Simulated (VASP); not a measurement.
Set up this calculation in VASP 6.6.1, as the native input.

| Item | Value |
| --- | --- |
| Task | single point |
| Functional | PBEsol |
| Potentials or basis | VASP PAW PBE potentials, release 64 (Na_pv) |
| Cutoff | 400 eV |
| k mesh | 1 × 1 × 1 |
| Occupations | gaussian, width 0.01 eV |
| Spin | collinear spin, ferromagnetic start |
| Starting moments | [0.5] μB |
| Fixed moment | 1 μB |
| Further INCAR settings | ALGO = Normal; EDIFF = 1e-06; NBANDS = 14; ISYM = 0 |

The structure of Na lies in POSCAR:

```
Na                                      
1.0
   10.5000000000      0.0000000000      0.0000000000
    0.0000000000     11.0000000000      0.0000000000
    0.0000000000      0.0000000000     11.5000000000
  Na            
     1
Selective dynamics
Direct
     0.5000000000000000    0.5045454544999970    0.5000000000000000   F   F   F
```

One way to write it, as run:

INCAR

```
SYSTEM = Na
ALGO     = Normal         ! electronic algorithm
EDIFF    = 1E-6           ! SCF threshold, eV
ENCUT    = 400            ! plane-wave cutoff, eV
GGA      = PS             ! functional
ISIF     = 2              ! what is computed and relaxed
ISMEAR   = 0              ! smearing method
ISPIN    = 2              ! spin polarisation
ISYM     = 0            
LASPH    = .True.         ! aspherical terms in the spheres
LCHARG   = .False.        ! write CHGCAR
LORBIT   = 11             ! projections on sites
LREAL    = .False.        ! projectors in reciprocal space
LWAVE    = .False.        ! write WAVECAR
MAGMOM   = 0.5            ! initial moments
NBANDS   = 14             ! bands
NELM     = 60             ! most SCF steps
NUPDOWN  = 1              ! fixed moment
PREC     = Accurate       ! precision mode
SIGMA    = 0.01           ! smearing width, eV
```

KPOINTS

```
k-points
0
Gamma
  1 1 1
  0 0 0
```

Potentials or basis: VASP PAW PBE potentials, release 64 (Na_pv).

Command:

```console
$ cat potpaw_PBE.64/Na_pv/POTCAR > POTCAR
$ mpirun -np 4 vasp_gam > vasp.out
```

It gave:

```
Net moment                                            : 1.00 μB per cell
Site moments                                          : Na +0.11 μB
Valence electrons inside the program's atomic spheres : Na 6.05
```

Caveat: the total moment is fixed, so each spin has its own Fermi level.

Run time: 27 s on 4 MPI ranks on AMD EPYC 9R45 (Zen 5), with other jobs on the host, peak memory 0.34 GiB a rank.
